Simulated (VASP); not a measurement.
# Li3Be4B4O12 (a cell with a defect) in VASP: a series of runs, part 2 of 2

VASP 6.6.1. The steps go on from the part before.

**4. Single point, PBEsol**

Contents of INCAR:

```
PREC = Accurate
ENCUT = 520
EDIFF = 1E-7
ISMEAR = -1
SIGMA = 0.05
LREAL = Auto
LASPH = T
NELM = 100
ALGO = Fast
ISIF = 2
LWAVE = F
LCHARG = F
GGA = PS
NBANDS = 68
NELECT = 102.0
```

Contents of KPOINTS:

```
Automatic mesh
0
Gamma
  2 2 2
```

Contents of POSCAR:

```
Li3Be4B4O12
1.0
   -6.8963870000     -4.0992610000      0.0000000000
    2.3556130000     -4.0992610000      0.0000000000
    1.8203680000      1.4917380000      5.4037220000
Li Be B O
3 4 4 12
Direct
    0.0766086529      0.8741359374      0.0573493603
    0.5900272421      0.3670359132      0.2872834687
    0.4599784316      0.6616645553      0.8102008208
    0.9649524578      0.3200860013      0.3373970756
    0.0426716462      0.6793754862      0.6605447134
    0.4446269623      0.8181522910      0.2772348392
    0.5418519495      0.1414379932      0.6507736704
    0.2425573818      0.3309888295      0.2433507867
    0.7291657440      0.6549741713      0.7272394842
    0.7776108086      0.8481329444      0.2805103593
    0.2407520420      0.1621200160      0.7560159460
    0.0786186339      0.2353091330      0.1823187795
    0.8899952791      0.7630781748      0.7773345853
    0.2915281238      0.6276331312      0.2995712955
    0.6953503757      0.3594740616      0.6895987617
    0.0941068338      0.3446108025      0.6375235440
    0.9309552953      0.6535673920      0.3490372007
    0.5965559650      0.7340426633      0.1913680978
    0.3957841743      0.2738630362      0.7771865392
    0.8121163244      0.1224428082      0.3314937371
    0.2144770689      0.8853005096      0.8255976159
    0.5824293676      0.8265412440      0.6664295462
    0.4012371136      0.1579762882      0.3130990084
```

Potentials or basis: VASP PAW PBE potentials, release 64 (Li_sv, Be, B, O).

Started as:

```bash
$ cat potpaw_PBE.64/Li_sv/POTCAR potpaw_PBE.64/Be/POTCAR potpaw_PBE.64/B/POTCAR potpaw_PBE.64/O/POTCAR > POTCAR
$ mpirun -np 1 vasp_std > vasp.out
```

OUTCAR:

```text
PREC = Accurate
   ENCUT = 520
   EDIFF = 1E-7
   ISMEAR = -1
   LREAL = Auto
   LASPH = T
   NELM = 100
   ISIF = 2
   GGA = PS
   NELECT = 102.0

 ion  position               nearest neighbor table
   1  0.077  0.874  0.057-  13 1.79  12 1.81  21 2.07  14 2.14   5 2.37
   2  0.590  0.367  0.287-  18 1.87  23 1.88  20 2.05  15 2.18   6 2.41
   3  0.460  0.662  0.810-  22 1.75  19 1.89  18 2.08  21 2.25
   4  0.965  0.320  0.337-  20 1.54  12 1.56  17 1.60  16 1.66   5 2.36
   5  0.043  0.679  0.661-  21 1.63  16 1.64  13 1.66  17 1.69   4 2.36   1 2.37
   6  0.445  0.818  0.277-  18 1.53  14 1.59  23 1.66  22 2.11   2 2.41
   7  0.542  0.141  0.651-  22 1.52  15 1.55  19 1.71  23 1.87
   8  0.243  0.331  0.243-  12 1.30  23 1.43  14 1.44
   9  0.729  0.655  0.727-  13 1.31  22 1.36  15 1.41
  10  0.778  0.848  0.281-  20 1.32  18 1.44  17 1.46
  11  0.241  0.162  0.756-  19 1.32  16 1.42  21 1.44
  12  0.079  0.235  0.182-   8 1.30   4 1.56   1 1.81
  13  0.890  0.763  0.777-   9 1.31   5 1.66   1 1.79
  14  0.292  0.628  0.300-   8 1.44   6 1.59   1 2.14
  15  0.695  0.359  0.690-   9 1.41   7 1.55   2 2.18
  16  0.094  0.345  0.638-  11 1.42   5 1.64   4 1.66
  17  0.931  0.654  0.349-  10 1.46   4 1.60   5 1.69
  18  0.597  0.734  0.191-  10 1.44   6 1.53   2 1.87   3 2.08
  19  0.396  0.274  0.777-  11 1.32   7 1.71   3 1.89
  20  0.812  0.122  0.331-  10 1.32   4 1.54   2 2.05
  21  0.214  0.885  0.826-  11 1.44   5 1.63   1 2.07   3 2.25
  22  0.582  0.827  0.666-   9 1.36   7 1.52   3 1.75   6 2.11
  23  0.401  0.158  0.313-   8 1.43   6 1.66   7 1.87   2 1.88

  LATTYP: Found a triclinic cell.
 ALAT       =     5.8939997768
 B/A-ratio  =     1.3611679557
 C/A-ratio  =     0.8021514435
 COS(alpha) =     0.0147301565
 COS(beta)  =     0.0655613510
 COS(gamma) =     0.3948105729

  Lattice vectors:

 A1 = (   1.8203680000,   1.4917380000,   5.4037220000)
 A2 = (   6.8963870000,   4.0992610000,   0.0000000000)
 A3 = (  -2.3556130000,   4.0992610000,   0.0000000000)
[... 175 lines left out ...]
  Thomas-Fermi vector in A             =   2.428766
   LORBIT       =      0    0 simple, 1 ext, 2 COOP (PROOUT), +10 PAW based schemes
   GGA     = PS    functional components
   LHFCALC =     F    Hartree Fock is set to
   AEXX    =    0.0000 exact exchange contribution
   IVDW    =     0    specifies the selected vdW correction
   LEPSILON=     F    determine dielectric tensor
   LRPA    =     F    only Hartree local field effects (RPA)
 non-spin polarized calculation
 RMM-DIIS sequential band-by-band and
  energy-cutoff  :      520.00
  volume of cell :      204.94
 maximum number of plane-waves:      5558
 NGX is ok and might be reduce to    60
   NGX = 29   NGY = 17   NGZ = 21

 number of electron     102.0000007 magnetization

 Free energy of the ion-electron system (eV)
  ---------------------------------------------------
  ext. energy  EPLUGINS =         0.00000000
  ---------------------------------------------------
  free energy    TOTEN  =      -164.44441441 eV

  energy without entropy =     -164.44441441  energy(sigma->0) =     -164.44441441

 E-fermi :   2.7695     XC(G=0): -10.1440

 val. band max:        1.5831431772   @ k =   0.0000   0.0000   0.0000
 cond. band min:       6.2966240779   @ k =   0.0000   0.0000   0.0000
 fundamental gap:      4.7134809006
 Fermi energy:         2.7694864238

 k-point     1 :       0.0000    0.0000    0.0000
  band No.  band energies     occupation
      1     -41.2732      2.00000
      2     -41.0530      2.00000
      3     -40.6119      2.00000
      4     -18.1548      2.00000
      5     -17.6361      2.00000
      6     -17.5708      2.00000
[... 517 lines left out ...]
     62      11.2851      0.00000
     63      11.4035      0.00000
 [bands above 63 left out]

------------------------ aborting loop because EDIFF is reached ----------------------------------------

  FORCE on cell =-STRESS in cart. coord.  units (eV):
  Direction    XX          YY          ZZ          XY          YZ          ZX
  --------------------------------------------------------------------------------------
  -------------------------------------------------------------------------------------
  Total        9.0816751     10.0739158      8.0073592      5.5164121     -3.6179163      0.2242409
  in kB       70.9973849     78.7543783     62.5987559     43.1253953    -28.2836142      1.7530376
  external PRESSURE =      70.7835064 kB  Pullay stress =       0.0000000 kB

 VOLUME and BASIS-vectors are now :
 -----------------------------------------------------------------------------
  energy-cutoff  :      520.00
  volume of cell :      204.94
      direct lattice vectors                 reciprocal lattice vectors
    -6.896387000 -4.099261000  0.000000000    -0.108084738 -0.062110174  0.053556809
     2.355613000 -4.099261000  0.000000000     0.108084738 -0.181836235  0.013786428
     1.820368000  1.491738000  5.403722000     0.000000000  0.000000000  0.185057632

 POSITION                                       TOTAL-FORCE (eV/Angst)
 -----------------------------------------------------------------------------------
      1.63520     -3.81180      0.30990        -0.387043      0.289716      0.463478
     -2.68150     -3.49470      1.55240        -0.965421      0.353800      0.303002
     -0.13870     -3.38930      4.37810         0.986092      0.976354      0.333584
     -5.28650     -4.76440      1.82320         0.088976     -0.189863      1.003765
      2.50850     -1.97450      3.56940         0.019489      0.538851     -0.042030
     -0.63440     -4.76290      1.49810         1.963078      0.263786      0.577440
[... 15 lines left out ...]
     -0.85650     -4.78160      3.60120         1.124224     -0.381666     -0.369747
     -1.82500     -1.82530      1.69190        -0.445986      0.785447     -0.307882
 -----------------------------------------------------------------------------------
    total drift:                                0.011850     -0.002155     -0.011338

  FREE ENERGIE OF THE ION-ELECTRON SYSTEM (eV)
  ---------------------------------------------------
  free  energy   TOTEN  =      -164.4444144143 eV

  energy  without entropy=     -164.4444144143  energy(sigma->0) =     -164.44441441
```

Run time: 6.6 min. Hardware: 1 thread of Intel Xeon Platinum 8488C (Sapphire Rapids), shared host; peak memory 0.35 GiB.

Results:

| Quantity | Value |
| --- | --- |
| Free energy | -164.4444 eV |
| Largest force | 4.432 eV/Å |
| Band gap on the k mesh | 4.71 eV, direct |

Forces on the atoms (eV/Å):
```
Li  -0.387  0.290  0.463
Li  -0.965  0.354  0.303
Li   0.986  0.976  0.334
Be   0.089 -0.190  1.004
Be   0.019  0.539 -0.042
Be   1.963  0.264  0.577
Be   1.443 -1.389  0.180
B   -1.059 -3.522  2.472
B   -1.440  2.604 -1.170
B   -1.257  1.195  0.792
B    1.938  1.785 -0.964
O    0.489  1.262 -0.696
O   -1.864 -1.328  0.323
O   -0.726  1.127 -1.816
O    1.027 -1.150  0.471
O   -0.548  0.617  1.464
O    2.887 -0.949 -1.024
O   -1.084 -0.590  0.058
O   -3.092 -1.032  0.732
O    0.975  0.403 -1.807
O   -0.073 -1.671 -0.978
O    1.124 -0.382 -0.370
O   -0.446  0.785 -0.308
```

Levels at points of the mesh, in eV from the valence-band top:
```
           k point  band 49  band 50  band 51  band 52  band 53  band 54
(0.00, 0.00, 0.00)    -0.75    -0.19     0.00     4.71     5.43     5.99
(0.50, 0.00, 0.00)    -0.71    -0.30    -0.14     4.99     5.27     6.29
(0.00, 0.50, 0.00)    -0.85    -0.22    -0.03     5.37     5.50     6.79
(0.50, 0.50, 0.00)    -0.80    -0.18    -0.08     5.37     5.45     6.87
(0.00, 0.00, 0.50)    -0.74    -0.30    -0.08     5.21     5.95     6.76
(0.50, 0.00, 0.50)    -0.71    -0.20    -0.09     5.35     5.78     6.62
(0.00, 0.50, 0.50)    -0.82    -0.23    -0.13     5.63     5.70     6.74
(0.50, 0.50, 0.50)    -0.86    -0.19    -0.08     5.64     5.68     6.66
```

Caveat: the k mesh is coarse (spacing up to 0.67 Å⁻¹), so the values aren't converged; the cell carries a net charge on a neutralising background, which shifts energy and pressure; the cell is charged against a uniform background, so pressure and absolute levels hang on convention; the cutoff is under 1.25 times the usual one of these potentials, so pressure, stress and relaxed cells hold a basis-set (Pulay) error; the PAW data sets were made with another functional, which shifts forces and pressure a little. PBEsol gaps usually lie below the measured ones, often by a third to a half.
